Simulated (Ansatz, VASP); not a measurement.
**NdPtC2: VASP beside Ansatz**

Wanted: the spread between two codes on one cell, functional and k mesh. The cell is invented: As first built, before any earlier steps moved the atoms: it takes the NdRhC2 structure with some of its atoms replaced by other elements, volume scaled by an estimate. It may not be a known or stable phase. The cell comes out of the VASP series on this material, whose earlier steps may have relaxed, scaled or displaced it; both programs get it as it stands.

Main program and level: Ansatz 0.2.0; plane waves, with VASP 6.6.1 beside it; single point at r2SCAN, DFT+U.

In doubt: a part-filled 4f shell, where there is one, can sit in one of many states, so energies may not be the lowest and differences between runs may mislead; derivatives with an open 4f shell can jump between states, which bears on forces and vibrations.

### Step 1. The structure

It takes space group Amm2 (No. 38, orthorhombic). Conventional cell: a = 3.872 Å, b = 4.690 Å, c = 6.589 Å, α = 90.00°, β = 90.00°, γ = 90.00°. Nearest to Pt lie 4 C at 2.09 to 2.14 Å and 6 Nd at 3.13 to 3.20 Å. Nd has 8 C at 2.86 to 2.87 Å and 6 Pt at 3.13 to 3.20 Å nearest. Nearest to C lie 1 C at 1.37 Å and 2 Pt at 2.09 to 2.14 Å and 4 Nd at 2.86 to 2.87 Å. As first built, before any earlier steps moved the atoms: sites of the NdRhC2 structure (space group 38) filled with other elements, volume scaled by an estimate. Farther neighbours are not listed.

### Step 2. VASP: single point, r2SCAN, DFT+U

With cell and atoms fixed, the geometry can't cause a difference; cores, projectors, grids and the points listed under the comparison can.

Lines of VASP's logs that name or quote its potential files are left out, and so is its time.

Input file INCAR:

```
SYSTEM = NdPtC2
PREC = Accurate
ENCUT = 480
EDIFF = 1E-07
NELM = 150
ISMEAR = 0
SIGMA = 0.05
LREAL = .FALSE.
ALGO = Normal
METAGGA = R2SCAN
LASPH = .TRUE.
NBANDS = 24
ISPIN = 2
MAGMOM = 0 3 0 0
LDAU = .TRUE.
LDAUTYPE = 2
LDAUL = -1 3 -1
LDAUU = 0 7 0
LDAUJ = 0 0 0
LDAUPRINT = 1
LMAXMIX = 6
AMIX = 0.2
BMIX = 1E-04
AMIX_MAG = 0.8
BMIX_MAG = 1E-04
LORBIT = 11
LWAVE = .FALSE.
LCHARG = .TRUE.
KPAR = 4
```

Input file POSCAR:

```
NdPtC2
1.0
    3.8724711367      0.0000000000      0.0000000000
    0.0000000000      2.3448906366      3.2942688241
    0.0000000000     -2.3448906366      3.2942688241
Pt Nd C
1 1 2
Direct
    0.5000000000      0.6455251766      0.6455251766
    0.0000000000      0.0318703562      0.0318703562
    0.5000000000      0.1916776608      0.4829258064
    0.5000000000      0.4829258064      0.1916776608
```

Input file KPOINTS:

```
Automatic mesh
0
Gamma
5 5 5
0 0 0
```

PAW data sets: Pt, Nd and C (PBE family, release 64).

Launch:

```sh
> mpirun -np 4 vasp_std
```

Numbers of over 12 decimals in the logs are rounded to 6 here.

Output:

```text
[banner, memory and clock lines left out]
running    4 mpi-ranks, on    1 nodes
 distrk:  each k-point on    1 cores,    4 groups
 distr:  one band on    1 cores,    1 groups

 POSCAR found type information on POSCAR PtNdC
 POSCAR found :  3 types and       4 ions
|                                                                             |
|               ----> ADVICE to this user running VASP <----                  |
|                                                                             |
|     You enforced a specific xc type in the INCAR file but a different       |
|     [... a line on the potential file left out ...]
|     I HOPE YOU KNOW WHAT YOU ARE DOING!                                     |
|                                                                             |

 LDA part: xc-table for (None), standard interpolation
 POSCAR, INCAR and KPOINTS ok, starting setup
 FFT: planning ... GRIDC
 FFT: planning ... GRID_SOFT
 FFT: planning ... GRID
 WAVECAR not read
 entering main loop
       N       E                     dE             d eps       ncg     rms          rms(c)
DAV:   1     0.103422729624E+03    0.10342E+03   -0.13269E+04  3672   0.296E+03
DAV:   2    -0.972135318596E+02   -0.20064E+03   -0.18327E+03  4560   0.447E+02
DAV:   3    -0.114860057916E+03   -0.17647E+02   -0.17153E+02  4600   0.147E+02
DAV:   4    -0.115725626794E+03   -0.86557E+00   -0.85687E+00  4728   0.195E+01
DAV:   5    -0.115804584390E+03   -0.78958E-01   -0.78622E-01  3832   0.503E+00    0.486E+01
DAV:   6    -0.124369304888E+03   -0.85647E+01   -0.19426E+02  4320   0.111E+02    0.111E+02
DAV:   7    -0.963377227681E+02    0.28032E+02   -0.56774E+01  4792   0.280E+02    0.568E+01
DAV:   8    -0.957928809545E+02    0.54484E+00   -0.84007E+00  4664   0.221E+01    0.383E+01
DAV:   9    -0.101815535433E+03   -0.60227E+01   -0.15420E+01  4704   0.458E+01    0.323E+01
DAV:  10    -0.102745477055E+03   -0.92994E+00   -0.58999E-01  4712   0.201E+01    0.322E+01
DAV:  11    -0.103746548728E+03   -0.10011E+01   -0.11421E+00  4672   0.240E+01    0.223E+01
DAV:  12    -0.104196493517E+03   -0.44994E+00   -0.41606E-01  4632   0.272E+01    0.180E+01
DAV:  13    -0.104700789643E+03   -0.50430E+00   -0.13855E-01  4472   0.656E+00    0.158E+01
DAV:  14    -0.105022929722E+03   -0.32214E+00   -0.12204E-01  4664   0.836E+00    0.965E+00
[...]
DAV:  38    -0.105136106411E+03   -0.14610E-03   -0.14329E-04  4952   0.523E-01    0.106E-01
DAV:  39    -0.105136057740E+03    0.48671E-04   -0.96221E-04  4912   0.230E+00    0.764E-02
DAV:  40    -0.105136183870E+03   -0.12613E-03   -0.14637E-04  4560   0.284E-01    0.627E-02
DAV:  41    -0.105136193029E+03   -0.91591E-05   -0.38063E-05  5008   0.381E-01    0.221E-02
DAV:  42    -0.105136194622E+03   -0.15937E-05   -0.12767E-05  4560   0.798E-02    0.126E-02
DAV:  43    -0.105136193782E+03    0.84071E-06   -0.25686E-06  4752   0.332E-02    0.739E-03
DAV:  44    -0.105136192695E+03    0.10865E-05   -0.29615E-06  4720   0.881E-02    0.473E-03
DAV:  45    -0.105136192639E+03    0.55814E-07   -0.62595E-07  3608   0.164E-02
   1 F= -.10513619E+03 E0= -.10513512E+03  d E =-.214598E-02  mag=     3.2075
```

Parts of OUTCAR (step 2):

```text
ion  position               nearest neighbor table
   1  0.500  0.646  0.646-   3 2.09   4 2.09   3 2.14   4 2.14   2 3.13   2 3.13   2 3.13   2 3.13
                             2 3.20   2 3.20
   2  0.000  0.032  0.032-   1 3.13   1 3.13   1 3.13   1 3.13   1 3.20   1 3.20
   3  0.500  0.192  0.483-   4 1.37   1 2.09   1 2.14
   4  0.500  0.483  0.192-   3 1.37   1 2.09   1 2.14

  LATTYP: Found a base centered orthorhombic cell.
 ALAT       =     4.6897812732
 B/A-ratio  =     1.4048709874
 C/A-ratio  =     0.8257253188

 Subroutine GETGRP returns: Found  4 space group operations
 (whereof  4 operations were pure point group operations)

The static configuration has the point symmetry C_2v.

 Found     27 irreducible k-points:

   k-points           NKPTS =     27   k-points in BZ     NKDIM =     27   number of bands    NBANDS=     24

   dimension x,y,z NGX =    28 NGY =   30 NGZ =   30
   dimension x,y,z NGXF=    56 NGYF=   60 NGZF=   60

   ENCUT  =  480.0 eV  35.28 Ry    5.94 a.u.   6.92  7.22  7.22*2*pi/ulx,y,z

   NELECT =      32.0000    total number of electrons

 k-points in reciprocal lattice and weights: Automatic mesh
   0.00000000  0.00000000  0.00000000       0.008
   0.20000000  0.00000000  0.00000000       0.016
   0.40000000  0.00000000  0.00000000       0.016
   0.00000000  0.20000000 -0.00000000       0.032
   0.20000000  0.20000000 -0.00000000       0.064
   0.40000000  0.20000000 -0.00000000       0.064
   0.00000000  0.40000000 -0.00000000       0.032
   0.20000000  0.40000000 -0.00000000       0.064
   0.40000000  0.40000000 -0.00000000       0.064
[...]
0.20000000 -0.40000000  0.40000000       0.032
   0.40000000 -0.40000000  0.40000000       0.032

atom =   2  type =  2  l = 3

 onsite density matrix

spin component  1

  0.3636  0.0000  0.4699  0.0000  0.0000  0.0000  0.0000
  0.0000  0.9838  0.0000  0.0000  0.0000  0.0000  0.0000
  0.4699  0.0000  0.6253  0.0000  0.0000  0.0000  0.0000
  0.0000  0.0000  0.0000  0.0032  0.0000 -0.0001  0.0000
  0.0000  0.0000  0.0000  0.0000  0.6038  0.0000 -0.4724
  0.0000  0.0000  0.0000 -0.0001  0.0000  0.0032  0.0000
  0.0000  0.0000  0.0000  0.0000 -0.4724  0.0000  0.3939

spin component  2

  0.0038  0.0000 -0.0010  0.0000  0.0000  0.0000  0.0000
  0.0000  0.0042  0.0000  0.0000  0.0000  0.0000  0.0000
 -0.0010  0.0000  0.0019  0.0000  0.0000  0.0000  0.0000
  0.0000  0.0000  0.0000  0.0025  0.0000 -0.0002  0.0000
  0.0000  0.0000  0.0000  0.0000  0.0064  0.0000  0.0033
  0.0000  0.0000  0.0000 -0.0002  0.0000  0.0029  0.0000
  0.0000  0.0000  0.0000  0.0000  0.0033  0.0000  0.0050

 occupancies and eigenvectors

  o =  0.0014  v =  0.0000  0.0000  0.0000  0.0000  0.0000  0.0000  0.0000 -0.3956  0.0000 -0.9184  0.0000  0.0000  0.0000  0.0000      0.0000  0.0000  0.0000  0.0000  0.0000  0.0000  0.0000  0.0000  0.0000  0.0000  0.0000  0.0000  0.0000  0.0000
  o =  0.0023  v =  0.0000  0.0000  0.0000  0.0000  0.0000  0.0000  0.0000  0.0000  0.0000  0.0000  0.0000  0.6283  0.0000 -0.7780      0.0000  0.0000  0.0000  0.0000  0.0000  0.0000  0.0000  0.0000  0.0000  0.0000  0.0000  0.0000  0.0000  0.0000
  o =  0.0024  v =  0.0000  0.0000  0.0000  0.0000  0.0000  0.0000  0.0000  0.0000  0.0000  0.0000 -0.9228  0.0000 -0.3852  0.0000      0.0000  0.0000  0.0000  0.0000  0.0000  0.0000  0.0000  0.0000  0.0000  0.0000  0.0000  0.0000  0.0000  0.0000
  o =  0.0030  v =  0.0000  0.0000  0.0000  0.0000  0.0000  0.0000  0.0000  0.0000  0.0000  0.0000 -0.3852  0.0000  0.9228  0.0000      0.0000  0.0000  0.0000  0.0000  0.0000  0.0000  0.0000  0.0000  0.0000  0.0000  0.0000  0.0000  0.0000  0.0000
  o =  0.0031  v =  0.0000  0.0000  0.0000 -0.5967 -0.0000 -0.8025 -0.0000  0.0000  0.0000  0.0000  0.0000  0.0000  0.0000  0.0000      0.0000  0.0000  0.0000  0.0000  0.0000  0.0000  0.0000  0.0000  0.0000  0.0000  0.0000  0.0000  0.0000  0.0000
  o =  0.0033  v =  0.0000  0.0000  0.0000 -0.8025  0.0000  0.5967  0.0000  0.0000  0.0000  0.0000  0.0000  0.0000  0.0000  0.0000      0.0000  0.0000  0.0000  0.0000  0.0000  0.0000  0.0000  0.0000  0.0000  0.0000  0.0000  0.0000  0.0000  0.0000
  o =  0.0042  v =  0.0000  0.0000  0.0000  0.0000  0.0000  0.0000  0.0000  0.0000  1.0000  0.0000  0.0000  0.0000  0.0000  0.0000      0.0000  0.0000  0.0000  0.0000  0.0000  0.0000  0.0000  0.0000  0.0000  0.0000  0.0000  0.0000  0.0000  0.0000
  o =  0.0042  v =  0.0000  0.0000  0.0000  0.0000  0.0000  0.0000  0.0000 -0.9184  0.0000  0.3956  0.0000  0.0000  0.0000  0.0000      0.0000  0.0000  0.0000  0.0000  0.0000  0.0000  0.0000  0.0000  0.0000  0.0000  0.0000  0.0000  0.0000  0.0000
  o =  0.0068  v = -0.7963  0.0000  0.6049  0.0000  0.0000  0.0000  0.0000  0.0000  0.0000  0.0000  0.0000  0.0000  0.0000  0.0000      0.0000  0.0000  0.0000  0.0000  0.0000  0.0000  0.0000  0.0000  0.0000  0.0000  0.0000  0.0000  0.0000  0.0000
  o =  0.0091  v =  0.0000  0.0000  0.0000  0.0000  0.0000  0.0000  0.0000  0.0000  0.0000  0.0000  0.0000 -0.7780 -0.0000 -0.6283      0.0000  0.0000  0.0000  0.0000  0.0000  0.0000  0.0000  0.0000  0.0000  0.0000  0.0000  0.0000  0.0000  0.0000
  o =  0.0149  v =  0.0000  0.0000  0.0000  0.0000 -0.6258  0.0000 -0.7800  0.0000  0.0000  0.0000  0.0000  0.0000  0.0000  0.0000      0.0000  0.0000  0.0000  0.0000  0.0000  0.0000  0.0000  0.0000  0.0000  0.0000  0.0000  0.0000  0.0000  0.0000
  o =  0.9822  v = -0.6049  0.0000 -0.7963  0.0000  0.0000  0.0000  0.0000  0.0000  0.0000  0.0000  0.0000  0.0000  0.0000  0.0000      0.0000  0.0000  0.0000  0.0000  0.0000  0.0000  0.0000  0.0000  0.0000  0.0000  0.0000  0.0000  0.0000  0.0000
  o =  0.9828  v =  0.0000  0.0000  0.0000  0.0000 -0.7800  0.0000  0.6258  0.0000  0.0000  0.0000  0.0000  0.0000  0.0000  0.0000      0.0000  0.0000  0.0000  0.0000  0.0000  0.0000  0.0000  0.0000  0.0000  0.0000  0.0000  0.0000  0.0000  0.0000
  o =  0.9838  v =  0.0000 -1.0000  0.0000  0.0000  0.0000  0.0000  0.0000  0.0000  0.0000  0.0000  0.0000  0.0000  0.0000  0.0000      0.0000  0.0000  0.0000  0.0000  0.0000  0.0000  0.0000  0.0000  0.0000  0.0000  0.0000  0.0000  0.0000  0.0000

 average (electrostatic) potential at core
       1 -72.5874       2 -62.0485       3 -50.0252       4 -50.0252

 E-fermi :   8.1741

 spin component 1
 k-point     1 :       0.0000    0.0000    0.0000
  band No.  band energies     occupation
    ...
     13       3.2590      1.00000
     14       3.5526      1.00000
     15       4.1800      1.00000
     16       5.9457      1.00000
     17       6.3287      1.00000
     18       8.3931      0.00000
     19       8.9063      0.00000
     20       9.1367      0.00000
     21       9.9223      0.00000
     22       9.9849      0.00000
    ...

 k-point     2 :       0.2000    0.0000    0.0000
  band No.  band energies     occupation
    ...
     13       3.4691      1.00000
     14       3.5636      1.00000
     15       4.0858      1.00000
     16       5.5848      1.00000
     17       6.5425      1.00000
     18       8.4772      0.00000
     19       8.9058      0.00000
     20       8.9718      0.00000
     21       9.8559      0.00000
     22      10.0424      0.00000
    ...

 k-point     3 :       0.4000    0.0000    0.0000
  band No.  band energies     occupation
    ...
     14       3.4538      1.00000
     15       4.8224      1.00000
     16       5.4208      1.00000
     17       6.8621      1.00000
     18       7.5503      1.00000
     19       8.8415      0.00000
     20       8.9210      0.00000
     21      10.1090      0.00000
     22      10.1706      0.00000
     23      10.1911      0.00000
    ...

 k-point     4 :       0.0000    0.2000   -0.0000
  band No.  band energies     occupation
    ...
     13       2.8928      1.00000
     14       3.6549      1.00000
     15       4.4567      1.00000
     16       4.7014      1.00000
     17       6.0526      1.00000
     18       8.2804      0.00132
     19       9.3697      0.00000
     20       9.3853      0.00000
     21      10.0149      0.00000
     22      10.0972      0.00000
    ...

 k-point     5 :       0.2000    0.2000   -0.0000
  band No.  band energies     occupation
    ...
     14       3.6004      1.00000
     15       4.3393      1.00000
     16       4.6901      1.00000
     17       6.2314      1.00000
     18       8.1596      0.65866
     19       9.1179      0.00000
     20       9.6571      0.00000
     21       9.9268      0.00000
     22      10.1459      0.00000
     23      10.2784      0.00000
    ...

 k-point     6 :       0.4000    0.2000   -0.0000
  band No.  band energies     occupation
    ...
     14       3.8602      1.00000
     15       4.3855      1.00000
     16       4.7747      1.00000
     17       6.6276      1.00000
     18       7.1173      1.00000
     19       9.5149      0.00000
     20       9.6285      0.00000
     21      10.0805      0.00000
     22      10.2180      0.00000
     23      10.2394      0.00000
    ...

  Total        0.1095152     -0.2218600      0.0074396      0.0000000      0.0000000      0.0000000
  in kB        2.9328188     -5.9414123      0.1992321      0.0000000      0.0000000      0.0000000
  external PRESSURE =      -0.9364538 kB  Pullay stress =       0.0000000 kB

  energy-cutoff  :      480.00
  volume of cell :       59.83
      direct lattice vectors                 reciprocal lattice vectors
     3.872471137  0.000000000  0.000000000     0.258233042  0.000000000  0.000000000
     0.000000000  2.344890637  3.294268824     0.000000000  0.213229561  0.151778749
     0.000000000 -2.344890637  3.294268824     0.000000000 -0.213229561  0.151778749

 POSITION                                       TOTAL-FORCE (eV/Angst)
 -----------------------------------------------------------------------------------
      1.93624      0.00000      4.25307         0.000000      0.000000      0.025070
      0.00000      0.00000      0.20998         0.000000      0.000000      0.033693
      1.93624     -0.68295      2.22233         0.000000      0.111258     -0.029381
      1.93624      0.68295      2.22233         0.000000     -0.111258     -0.029381
 -----------------------------------------------------------------------------------
    total drift:                                0.000000     -0.000000     -0.000435

  FREE ENERGIE OF THE ION-ELECTRON SYSTEM (eV)
  ---------------------------------------------------
  free  energy   TOTEN  =      -105.1361926394 eV

  energy  without entropy=     -105.1340466593  energy(sigma->0) =     -105.13511965

 total charge
# of ion       s       p       d       f       tot
--------------------------------------------------
    1        0.737   0.838   8.099   0.000   9.674
    2        1.989   5.325   0.545   3.000  10.859
    3        0.877   1.563   0.000   0.000   2.439
    4        0.877   1.563   0.000   0.000   2.439
--------------------------------------------------
tot          4.479   9.288   8.644   3.000  25.411

 magnetization (x)
# of ion       s       p       d       f       tot
--------------------------------------------------
    1       -0.004   0.006   0.005   0.000   0.007
    2       -0.023  -0.238   0.078   2.948   2.765
    3       -0.001   0.003   0.000   0.000   0.002
    4       -0.001   0.003   0.000   0.000   0.002
--------------------------------------------------
tot         -0.029  -0.226   0.083   2.948   2.776

[... 6 further parts left out ...]
```

The cell holds one magnetic atom, so no antiferromagnetic order fits into it. DFT+U on an f shell has many metastable occupations, and no search among them was made.

(Continued in part 2 of 2.)

[Lines on the potential files, build, host, timing and source positions are cut from VASP's logs without a mark.]

[Logs are printed without paths, hosts, clocks, repeated set-up lines and the standing remarks that a program may print on its own settings, such as how far it seeks lower states.]

[Hosts, paths, dates, database ids (printed as entryN), source tags and the programs' standing remarks are cut or masked in the printed files.]
